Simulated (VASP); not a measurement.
# GaIr (Pm-3m) in VASP: single point with LDA

Aim: the single point of GaIr with LDA.

All numbers are computed with VASP 6.6.1; they aren't measurements. Logs are shortened: lines on timing, memory, paths and dates and some standing lists are left out, and cuts for length are marked.

### 1 The structure

It takes space group Pm-3m (No. 221, cubic). Conventional cell: a = 3.004 Å, b = 3.004 Å, c = 3.004 Å, α = 90.00°, β = 90.00°, γ = 90.00°. Ga (site symmetry m-3m) has 8 Ir at 2.60 Å as nearest neighbours. Ir (site symmetry m-3m) has 8 Ga at 2.60 Å as nearest neighbours.

### 2 Single point, LDA

The input, INCAR:

```
PREC = Accurate
ENCUT = 520
EDIFF = 1E-6
ISMEAR = -1
SIGMA = 0.1
LREAL = False
LASPH = True
NELM = 100
ALGO = Fast
ISIF = 2
LWAVE = False
LCHARG = False
NBANDS = 18
```

The input, KPOINTS:

```
regular mesh
0
Gamma
  6 6 6
```

The input, POSCAR:

```
GaIr
1.0
    3.0040000000      0.0000000000      0.0000000000
    0.0000000000      3.0040000000      0.0000000000
    0.0000000000      0.0000000000      3.0040000000
Ga Ir
1 1
Direct
    0.0000000000      0.0000000000      0.0000000000
    0.5000000000      0.5000000000      0.5000000000
```

Potentials or basis: VASP PAW LDA potentials, release 64 (Ga_d, Ir).

Started as:

```
$ cat potpaw_LDA.64/Ga_d/POTCAR potpaw_LDA.64/Ir/POTCAR > POTCAR
$ mpirun -np 1 vasp_std > vasp.out
```

OUTCAR:

```text
PREC = Accurate
   ENCUT = 520
   EDIFF = 1E-6
   ISMEAR = -1
   LREAL = False
   LASPH = True
   NELM = 100
   ISIF = 2

 ion  position               nearest neighbor table
   1  0.000  0.000  0.000-   2 2.60   2 2.60   2 2.60   2 2.60   2 2.60   2 2.60   2 2.60   2 2.60

   2  0.500  0.500  0.500-   1 2.60   1 2.60   1 2.60   1 2.60   1 2.60   1 2.60   1 2.60   1 2.60

  LATTYP: Found a simple cubic cell.
 ALAT       =     3.0040000000

  Lattice vectors:

 A1 = (   3.0040000000,   0.0000000000,   0.0000000000)
 A2 = (   0.0000000000,   3.0040000000,   0.0000000000)
 A3 = (   0.0000000000,   0.0000000000,   3.0040000000)

Analysis of symmetry for initial positions (statically):
=====================================================================
 Subroutine PRICEL returns:
 Original cell was already a primitive cell.

 Routine SETGRP: Setting up the symmetry group for a
 simple cubic supercell.

 Subroutine GETGRP returns: Found 48 space group operations
 (whereof 48 operations were pure point group operations)
 out of a pool of 48 trial point group operations.

The static configuration has the point symmetry O_h .

Analysis of symmetry for dynamics (positions and initial velocities):
=====================================================================
 Subroutine PRICEL returns:
 Original cell was already a primitive cell.

 Routine SETGRP: Setting up the symmetry group for a
 simple cubic supercell.

 Subroutine GETGRP returns: Found 48 space group operations
 (whereof 48 operations were pure point group operations)
 out of a pool of 48 trial point group operations.

The dynamic configuration has the point symmetry O_h .

 Subroutine INISYM returns: Found 48 space group operations
 (whereof 48 operations are pure point group operations),
 and found     1 'primitive' translations

----------------------------------------------------------------------------------------

                                     Primitive cell

  volume of cell :      27.1081

  direct lattice vectors                    reciprocal lattice vectors
     3.004000000  0.000000000  0.000000000     0.332889481  0.000000000  0.000000000
     0.000000000  3.004000000  0.000000000     0.000000000  0.332889481  0.000000000
     0.000000000  0.000000000  3.004000000     0.000000000  0.000000000  0.332889481

  length of vectors
     3.004000000  3.004000000  3.004000000     0.332889481  0.332889481  0.332889481

  position of ions in fractional coordinates (direct lattice)
     0.000000000  0.000000000  0.000000000
     0.500000000  0.500000000  0.500000000

  ion indices of the primitive-cell ions
   primitive index   ion index
                 1           1
                 2           2

----------------------------------------------------------------------------------------

 KPOINTS: regular mesh

Automatic generation of k-mesh.
 Grid dimensions read from file:
 generate k-points for:    6    6    6

 Generating k-lattice:

  Cartesian coordinates                     Fractional coordinates (reciprocal lattice)
     0.055481580  0.000000000  0.000000000     0.166666667  0.000000000  0.000000000
     0.000000000  0.055481580  0.000000000     0.000000000  0.166666667  0.000000000
     0.000000000  0.000000000  0.055481580     0.000000000  0.000000000  0.166666667

  Length of vectors
     0.055481580  0.055481580  0.055481580

  Shift w.r.t. Gamma in fractional coordinates (k-lattice)
     0.000000000  0.000000000  0.000000000

 Subroutine IBZKPT returns following result:
 ===========================================

 Found     20 irreducible k-points:

 Following reciprocal coordinates:
            Coordinates               Weight
  0.000000  0.000000  0.000000      1.000000
  0.166667  0.000000  0.000000      6.000000
  0.333333  0.000000  0.000000      6.000000
  0.500000  0.000000  0.000000      3.000000
  0.166667  0.166667  0.000000     12.000000
  0.333333  0.166667  0.000000     24.000000
[... 12 lines left out ...]
  0.500000  0.500000  0.333333      6.000000
  0.500000  0.500000  0.500000      1.000000
   k-points           NKPTS =     20   k-points in BZ     NKDIM =     20   number of bands    NBANDS=     18
   number of dos      NEDOS =    301   number of ions     NIONS =      2
   total plane-waves  NPLWV =  13824
   dimension x,y,z NGX =    24 NGY =   24 NGZ =   24
   dimension x,y,z NGXF=    48 NGYF=   48 NGZF=   48
   ions per type =               1   1
   NGX,Y,Z   is equivalent  to a cutoff of  13.28, 13.28, 13.28 a.u.
   NGXF,Y,Z  is equivalent  to a cutoff of  26.56, 26.56, 26.56 a.u.
 SYSTEM =  unknown system
   PREC   = accura    normal or accurate (medium, high low for compatibility)
   ISTART =      0    job   : 0-new  1-cont  2-samecut
   ICHARG =      2    charge: 1-file 2-atom 10-const
   ISPIN  =      1    spin polarized calculation?
   LNONCOLLINEAR =      F non collinear calculations
   LSORBIT =      F    spin-orbit coupling
   LASPH  =      T    aspherical Exc in radial PAW
   ENCUT  =  520.0 eV  38.22 Ry    6.18 a.u.   5.59  5.59  5.59*2*pi/ulx,y,z
   NELM   =    100;   NELMIN=  2; NELMDL= -5     # of ELM steps
   EDIFF  = 0.1E-05   stopping-criterion for ELM
   LREAL  =      F    real-space projection
   EDIFFG = 0.1E-04   stopping-criterion for IOM
   NSW    =      0    number of steps for IOM
   IBRION =     -1    ionic relax: 0-MD 1-quasi-New 2-CG
   NFREE  =      0    steps in history (QN), initial steepest desc. (CG)
   ISIF   =      2    stress and relaxation
   ISYM   =      2    0-nonsym 1-usesym 2-fastsym
   POTIM  = 0.5000    time-step for ionic-motion
   TEBEG  =    0.0;   TEEND  =   0.0 temperature during run
   PSTRESS=    0.0 pullay stress
   NELECT =      22.0000    total number of electrons
   NUPDOWN=      -1.0000    fix difference up-down
   EMIN   =  10.00;   EMAX   =-10.00  energy-range for DOS
   EFERMI =   0.00;   METHOD = LEGACY
   ISMEAR =    -1;   SIGMA  =   0.10  broadening in eV -4-tet -1-fermi 0-gaus
   EFERMI_NEDOS =   21; number of points for ismear=-14 and -15
   IALGO  =     68    algorithm
   IMIX   =      4    mixing-type and parameters
     AMIX     =   0.40;   BMIX     =  1.00
     AMIX_MAG =   1.60;   BMIX_MAG =  1.00
  volume/ion in A,a.u.               =      13.55        91.47
  Fermi-wavevector in a.u.,A,eV,Ry     =   1.527035  2.885679 31.726574  2.331837
  Thomas-Fermi vector in A             =   2.634987
   LORBIT       =      0    0 simple, 1 ext, 2 COOP (PROOUT), +10 PAW based schemes
   GGA     = CA    functional components
   LHFCALC =     F    Hartree Fock is set to
   AEXX    =    0.0000 exact exchange contribution
   IVDW    =     0    specifies the selected vdW correction
   LEPSILON=     F    determine dielectric tensor
   LRPA    =     F    only Hartree local field effects (RPA)
 non-spin polarized calculation
 RMM-DIIS sequential band-by-band and
  energy-cutoff  :      520.00
  volume of cell :       27.11
 maximum number of plane-waves:       740
 NGX is ok and might be reduce to    24
   NGX = 11   NGY = 11   NGZ = 11

 number of electron      22.0000007 magnetization

 Free energy of the ion-electron system (eV)
  ---------------------------------------------------
  ext. energy  EPLUGINS =         0.00000000
  ---------------------------------------------------
  free energy    TOTEN  =       -14.78325897 eV

  energy without entropy =      -14.75776512  energy(sigma->0) =      -14.77051204

 E-fermi :  10.0055     XC(G=0): -13.7825

 val. band max:        9.9169410265   @ k =   0.5000   0.5000   0.5000
 cond. band min:      10.0937796266   @ k =   0.3333   0.0000   0.0000
 fundamental gap:      0.1768386000
 Fermi energy:        10.0054893297

 k-point     1 :       0.0000    0.0000    0.0000
  band No.  band energies     occupation
      1      -5.7092      2.00000
      2      -5.7092      2.00000
      3      -5.4454      2.00000
      4      -5.4454      2.00000
      5      -5.4454      2.00000
      6      -3.0251      2.00000
[... 10 lines left out ...]
     17      22.7653      0.00000
     18      28.2638      0.00000

 k-point     2 :       0.1667    0.0000    0.0000
  band No.  band energies     occupation
      1      -5.6916      2.00000
      2      -5.6461      2.00000
      3      -5.4582      2.00000
      4      -5.4582      2.00000
      5      -5.4372      2.00000
      6      -2.4685      2.00000
[... 10 lines left out ...]
     17      24.9470      0.00000
     18      28.1724      0.00000

 k-point     3 :       0.3333    0.0000    0.0000
  band No.  band energies     occupation
      1      -5.6562      2.00000
      2      -5.5231      2.00000
      3      -5.4833      2.00000
      4      -5.4833      2.00000
      5      -5.4208      2.00000
      6      -0.8859      2.00000
[... 10 lines left out ...]
     17      25.0581      0.00000
     18      25.1686      0.00000

 k-point     4 :       0.5000    0.0000    0.0000
  band No.  band energies     occupation
      1      -5.6385      2.00000
      2      -5.4957      2.00000
      3      -5.4957      2.00000
      4      -5.4630      2.00000
      5      -5.4126      2.00000
      6       1.3317      2.00000
[... 10 lines left out ...]
     17      21.5688      0.00000
     18      21.5691      0.00000

 k-point     5 :       0.1667    0.1667    0.0000
  band No.  band energies     occupation
      1      -5.6575      2.00000
      2      -5.6045      2.00000
      3      -5.4861      2.00000
      4      -5.4724      2.00000
      5      -5.4393      2.00000
      6      -1.9228      2.00000
[... 10 lines left out ...]
     17      24.4398      0.00000
     18      26.1360      0.00000

 k-point     6 :       0.3333    0.1667    0.0000
  band No.  band energies     occupation
      1      -5.6245      2.00000
      2      -5.5355      2.00000
      3      -5.4985      2.00000
      4      -5.4896      2.00000
      5      -5.4458      2.00000
      6      -0.4093      2.00000
[... 10 lines left out ...]
     17      24.3202      0.00000
     18      25.0701      0.00000

 k-point     7 :       0.5000    0.1667    0.0000
  band No.  band energies     occupation
      1      -5.6105      2.00000
      2      -5.5579      2.00000
      3      -5.5109      2.00000
      4      -5.4497      2.00000
      5      -5.4312      2.00000
      6       1.5389      2.00000
[... 10 lines left out ...]
     17      22.7685      0.00000
     18      24.7406      0.00000

 k-point     8 :       0.3333    0.3333    0.0000
  band No.  band energies     occupation
      1      -5.6296      2.00000
      2      -5.5946      2.00000
      3      -5.5285      2.00000
      4      -5.4958      2.00000
      5      -5.3926      2.00000
      6       0.7025      2.00000
[... 10 lines left out ...]
     17      24.3743      0.00000
     18      25.4005      0.00000
[... 145 lines left out ...]
     17      22.1767      0.00000
     18      26.6062      0.00000

 k-point    16 :       0.5000    0.5000    0.1667
  band No.  band energies     occupation
      1      -5.6919      2.00000
      2      -5.5689      2.00000
      3      -5.5689      2.00000
      4      -5.5087      2.00000
      5      -5.2838      2.00000
      6       1.7014      2.00000
[... 10 lines left out ...]
     17      21.5385      0.00000
     18      25.2082      0.00000

 k-point    17 :       0.3333    0.3333    0.3333
  band No.  band energies     occupation
      1      -5.6188      2.00000
      2      -5.5682      2.00000
      3      -5.5682      2.00000
      4      -5.3880      2.00000
      5      -5.3880      2.00000
      6       1.7036      2.00000
[... 10 lines left out ...]
     17      19.9277      0.00000
     18      25.1850      0.00000

 k-point    18 :       0.5000    0.3333    0.3333
  band No.  band energies     occupation
      1      -5.6359      2.00000
      2      -5.5810      2.00000
      3      -5.5742      2.00000
      4      -5.3865      2.00000
      5      -5.3211      2.00000
      6       2.2592      2.00000
[... 10 lines left out ...]
     17      20.3934      0.00000
     18      23.0986      0.00000

 k-point    19 :       0.5000    0.5000    0.3333
  band No.  band energies     occupation
      1      -5.6300      2.00000
      2      -5.5907      2.00000
      3      -5.5907      2.00000
      4      -5.3555      2.00000
      5      -5.2810      2.00000
      6       2.5530      2.00000
[... 10 lines left out ...]
     17      19.0883      0.00000
     18      19.7727      0.00000

 k-point    20 :       0.5000    0.5000    0.5000
  band No.  band energies     occupation
      1      -5.6013      2.00000
      2      -5.6013      2.00000
      3      -5.6013      2.00000
      4      -5.2796      2.00000
      5      -5.2796      2.00000
      6       3.2124      2.00000
[... 10 lines left out ...]
     17      17.3354      0.00000
     18      17.3354      0.00000

------------------------ aborting loop because EDIFF is reached ----------------------------------------

  FORCE on cell =-STRESS in cart. coord.  units (eV):
  Direction    XX          YY          ZZ          XY          YZ          ZX
  --------------------------------------------------------------------------------------
  -------------------------------------------------------------------------------------
  Total        0.0112101      0.0112101      0.0112101     -0.0000000     -0.0000000      0.0000000
  in kB        0.6625532      0.6625532      0.6625532     -0.0000000     -0.0000000      0.0000000
  external PRESSURE =       0.6625532 kB  Pullay stress =       0.0000000 kB

 VOLUME and BASIS-vectors are now :
 -----------------------------------------------------------------------------
  energy-cutoff  :      520.00
  volume of cell :       27.11
      direct lattice vectors                 reciprocal lattice vectors
     3.004000000  0.000000000  0.000000000     0.332889481  0.000000000  0.000000000
     0.000000000  3.004000000  0.000000000     0.000000000  0.332889481  0.000000000
     0.000000000  0.000000000  3.004000000     0.000000000  0.000000000  0.332889481

 POSITION                                       TOTAL-FORCE (eV/Angst)
 -----------------------------------------------------------------------------------
      0.00000      0.00000      0.00000         0.000000      0.000000      0.000000
      1.50200      1.50200      1.50200         0.000000      0.000000      0.000000
 -----------------------------------------------------------------------------------
    total drift:                                0.000000      0.000000     -0.000000

  FREE ENERGIE OF THE ION-ELECTRON SYSTEM (eV)
  ---------------------------------------------------
  free  energy   TOTEN  =       -14.7832589701 eV

  energy  without entropy=      -14.7577651161  energy(sigma->0) =      -14.77051204
```

Wall time 12 s (1 thread of Intel Xeon Platinum 8488C (Sapphire Rapids), shared host); peak memory 0.13 GiB.

What came out:

| Quantity | Value |
| --- | --- |
| Free energy | -14.7833 eV |
| Pressure | 0.1 GPa |
| Band gap on the k mesh | none (metal or under the smearing width) |
